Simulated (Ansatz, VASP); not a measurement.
## MgO2: VASP beside Ansatz

One calculation is typed for both programs; each brings its own data sets. How far apart do they land? The cell is taken from a series of runs on this material, whose earlier steps may have relaxed, scaled, displaced or heated it; both programs get it as it stands.

Main program and level: Ansatz 0.2.0; plane waves, with VASP 6.6.1 beside it; dielectric response at LDA.

**1. Starting point**

Symmetry: R-3m, No. 166, trigonal system. Conventional cell: a = 3.210 Å, b = 3.210 Å, c = 10.482 Å, α = 90.00°, β = 90.00°, γ = 120.00°. Nearest to Mg lie 6 O at 2.11 Å. O has 1 O at 1.49 Å and 3 Mg at 2.11 Å nearest. Farther neighbours and most contacts between anions are not listed.

**2. Ansatz: dielectric response, LDA**

Ansatz runs on its default PAW (the set named soft_2) files.

The response to a field tests empty states and converges slowly with the mesh.

The input, input.yaml:

```yaml
crystal:
  lattice:
    - [1.604761016, 0.9265092046, 3.4939788749]
    - [-1.604761016, 0.9265092046, 3.4939788749]
    - [0.0, -1.8530184092, 3.4939788749]
  atoms:
    - { symbol: Mg, position: [0.0, 0.0, 0.0] }
    - { symbol: O, position: [0.428786, 0.428786, 0.428786] }
    - { symbol: O, position: [0.571214, 0.571214, 0.571214] }
kpoints:
  mp_grid: { grid: [8, 8, 8] }
hamiltonian:
  xc: lda
scf:
  occupations: { method: fixed }
dielectric: {}
```

On the command line:

```sh
$ ansatz run input.yaml --threads 4 --pin off --max-ram 7372MiB --backend cpu --events-out ev --progress --plain --runs-dir out
```

Numbers of over 12 decimals in the logs are rounded to 6 here.

Output:

```text
Engine: ansatz 0.2.0, x86_64-unknown-linux-gnu
Pseudopotentials: kind: paw
Pseudopotential: Mg, paw, valence charge 10, recommended cutoff 420 eV (normal), Mg.paw.azcp
Pseudopotential: O, paw, valence charge 6, recommended cutoff 420 eV (normal), O.paw.azcp
Functional definition: SPW92
  exchange = slater_x
  correlation = pw_c
Crystal: 3 atoms, lattice volume = 31.170 Å³
Basis set: ecut = 420 eV, 617 PW (Γ), exchange–correlation on 54×54×54 points (8 copies of the dense FFT grid, shifted against one another)
Bands: 15, of which v1, the nominal top of the filled ones, is band 11 counted from 1 (10 counted from 0)
Symmetry: 12 space group operations
k-points: 150 of 512 (irreducible under 2 space group operations, time reversal used)
Non-local potential: Mg, projectors of the file, l = 0: 3, l = 1: 2, l = 2: 1
Non-local potential: O, projectors of the file, l = 0: 2, l = 1: 2, l = 2: 1
PAW form: soft (Blöchl's): semilocal exchange-correlation on the pseudo side does not see the compensation charge
PAW frozen core: Mg, regenerated for the run's functional, and the local potential with it (the file was generated under x = pbe(κ = 0.804, μ = 0.219515), c = pbe(β = 0.066725))
PAW frozen core: O, regenerated for the run's functional, and the local potential with it (the file was generated under x = pbe(κ = 0.804, μ = 0.219515), c = pbe(β = 0.066725))
PAW one-centre angular grid: Mg, 110 points (default); XC on 64 Gauss nodes
PAW one-centre angular grid: O, 110 points (default); XC on 64 Gauss nodes
Initial density: superposition of atomic densities (neutral atoms: chi_scale 0, normalization atom), corrected by the library's trained network
Initial wavefunctions: pseudopotential atomic-orbital guess
Functional: x = slater, c = lda
SCF iter   1: F=—  HF=-3012.130750 eV  |F-HF|=—  |Δ(HF+E_count)|=         —  Δρ=1.69e-2  dr2=8.67e-2  ethr=1.77e-3  ⟨swp⟩=4.3  Hψ=10700  notcnv=0  defer=234
preconditioner: auto → none  [insulator: Δε(μ)=2.161 eV  Ē_g=15.861 eV  n_scr=14 (ndim 8)  ℏωp=24.9 eV  f_vac=0.038  ε∞_Penn≈3.5]
SCF iter   2: F=—  HF=-3012.103499 eV  |F-HF|=—  |Δ(HF+E_count)|=   2.73e-2  Δρ=7.74e-3  dr2=8.65e-3  ethr=3.94e-4  ⟨swp⟩=2.1  Hψ=4465  notcnv=0  defer=298
SCF iter   3: F=—  HF=-3012.100109 eV  |F-HF|=—  |Δ(HF+E_count)|=   3.39e-3  Δρ=1.94e-3  dr2=4.87e-4  ethr=3.93e-5  ⟨swp⟩=2.5  Hψ=3446  notcnv=0  defer=298
SCF iter   4: F=—  HF=-3012.099875 eV  |F-HF|=—  |Δ(HF+E_count)|=   2.34e-4  Δρ=3.49e-4  dr2=1.36e-5  ethr=2.21e-6  ⟨swp⟩=2.0  Hψ=4108  notcnv=0  defer=283
SCF iter   5: F=—  HF=-3012.099873 eV  |F-HF|=—  |Δ(HF+E_count)|=   1.85e-6  Δρ=2.59e-5  dr2=5.77e-8  ethr=6.18e-8  ⟨swp⟩=2.0  Hψ=3300  notcnv=0  defer=5
SCF iter   6: F=—  HF=-3012.099873 eV  |F-HF|=—  |Δ(HF+E_count)|=   2.46e-7  Δρ=3.28e-6  dr2=1.95e-9  ethr=2.62e-10  ⟨swp⟩=2.6  Hψ=3862  notcnv=0
SCF iter   7: F=-3012.099873 eV  HF=-3012.099873 eV  |F-HF|=7.05e-11  |Δ(HF+E_count)|=  4.44e-10  Δρ=6.10e-7  dr2=9.90e-11  ethr=1.00e-12  ⟨swp⟩=3.8  Hψ=7068  notcnv=0
SCF 1 converged in 7 iterations: F = -3012.099873 eV  dr2 = 9.90e-11
  greatest PAW one-centre occupation: 1.000 electrons in one spin orbital (limit 2), on the Mg atom at site 0 (counted from 0), in its partial waves of l = 1
NSCF: frozen V_eff on 5 k-points
DFPT response loops at Γ: preconditioner auto → none (the input reference at scf.mixing.eps_inf says where Resta's filter doesn't serve); β = 0.50; Broyden in place of MSR1
── the response to a field inside a basis, on 8×8×8 k-points: an SCF that follows is theirs, and a resumed run solves both again ──
Bands: 12, of which v1, the nominal top of the filled ones, is band 11 counted from 1 (10 counted from 0)
k-points: 60 of 512
Initial density: handed on by an earlier stage of this run
Initial wavefunctions: pseudopotential atomic-orbital guess (no wavefunctions were taken with the density)
Eigensolver: Dense (60 Hₖ)
SCF iter   1: F=—  HF=-3012.109985 eV  |F-HF|=—  |Δ(HF+E_count)|=         —  Δρ=1.09e-3  dr2=5.31e-5  ethr=1.00e-1
preconditioner: auto → none  [insulator: Δε(μ)=2.275 eV  Ē_g=11.302 eV  n_scr=14 (ndim 8)  ℏωp=24.9 eV  f_vac=0.039  ε∞_Penn≈5.8]
SCF iter   2: F=—  HF=-3012.109975 eV  |F-HF|=—  |Δ(HF+E_count)|=   1.09e-5  Δρ=4.93e-4  dr2=1.44e-5  ethr=2.41e-7
SCF iter   3: F=—  HF=-3012.109975 eV  |F-HF|=—  |Δ(HF+E_count)|=   4.85e-8  Δρ=1.85e-4  dr2=3.15e-6  ethr=6.56e-8
SCF iter   4: F=-3012.109974 eV  HF=-3012.109974 eV  |F-HF|=2.28e-9  |Δ(HF+E_count)|=   8.16e-7  Δρ=1.60e-5  dr2=2.00e-8  ethr=1.43e-8
SCF 1 converged in 4 iterations: F = -3012.109974 eV  dr2 = 2.00e-8
DFPT response loops at Γ: mixed as the last ones told, above
SCF converged after 7 iterations
Free energy (F): -3012.099873 eV
Harris-Foulkes:  -3012.099873 eV  (|F-HF|=7.05e-11)
Internal energy: -3012.099873 eV  (E = F + TS)
E sigma→0 (E₀):  -3012.099873 eV
Fermi energy:    6.033088 eV
--- Per-component energies (eV) ---
  E_band       = -359.528442
  E_kinetic    = 423.481264
  E_local      = -2142.628973  (includes V_loc(G=0)·N_el)
  E_nonlocal   = 196.006960
  E_hartree    = 743.844976
  E_xc         = -173.484558
  E_vxc        = -223.503382  (∫ρ·V_xc dr)
  E_paw        = -564.327137  (= ΣΔE_a)
  E_vpaw       = -100.579161  (= ΣTr[D̂ρ^β])
  E_aug_tail   = 0.004991  (compensation charges beyond the density's cutoff)
  E_ewald      = -1495.341718
  E_core_change = 0.344322  (= ΣΔE_core)
  E_smearing   = -0.000000  (= −TS)
  E_closure    = -0.000000  (closes the sum)
  Σ components = -3012.099873   (vs F -3012.099873, Δ=0.00e0)
--- Band table (eV; the first three rows and the last of 150) ---
  k-point 0: bands = [... 7 lower, 2.7109, 2.7109, 5.2239, 5.2239, 10.3887, 10.7245, 17.8538, 19.6366]
  k-point 1: bands = [... 7 lower, 2.2754, 2.6583, 5.1163, 5.1529, 10.5581, 11.1270, 17.9166, 19.1877]
  k-point 2: bands = [... 7 lower, 1.3339, 2.5356, 4.9448, 4.9882, 10.4632, 12.4300, 17.4911, 18.1050]
  k-point 149: bands = [... 7 lower, 2.1884, 2.1884, 6.0331, 6.0331, 8.2197, 10.7517, 15.1630, 19.9044]
--- Dielectric response (ions clamped): 3 representative field directions + reference, inside a basis on a mesh of 512 k-points (Σ response iterations 15) ---
  ε∞ (high-frequency dielectric tensor):
        2.881420     0.000000    -0.000000
        0.000000     2.881420     0.000000
       -0.000000     0.000000     4.181129
  Born effective charges Z* (e; rows j = field, columns β = displacement):
    site 0:
         2.03933    0.00000    0.00000
         0.00000    2.03933    0.00000
         0.00000    0.00000    2.07407
    site 1:
        -1.01966   -0.00000   -0.00000
         0.00000   -1.01966   -0.00000
        -0.00000    0.00000   -1.03703
    site 2:
        -1.01966    0.00000   -0.00000
        -0.00000   -1.01966   -0.00000
         0.00000   -0.00000   -1.03703
  Z* charge neutrality: 7.693e-4 e pre-enforcement
  solved inside a basis spanned on kpoints, on 8×8×8 k-points, its susceptibility summed on 12×12×12: ε∞ is read to err by 1.1e-2, Z* by 1.1e-2 e (field_mesh: kpoints solves on kpoints); Z* is corrected for what the basis lacks
```

Reading the cycles: dr2 is the Hartree energy of the density residual (eV), the measure of convergence; HF is the Harris–Foulkes estimate of the energy, which meets the free energy F at convergence.

[end of part 1 of 2]

[Lines on the potential files, build, host, timing and source positions are cut from VASP's logs without a mark.]

[Logs are printed without paths, hosts, clocks, repeated set-up lines and the standing remarks that a program may print on its own settings, such as how far it seeks lower states.]

[Hosts, paths, dates, database ids (printed as entryN), source tags and the programs' standing remarks are cut or masked in the printed files.]
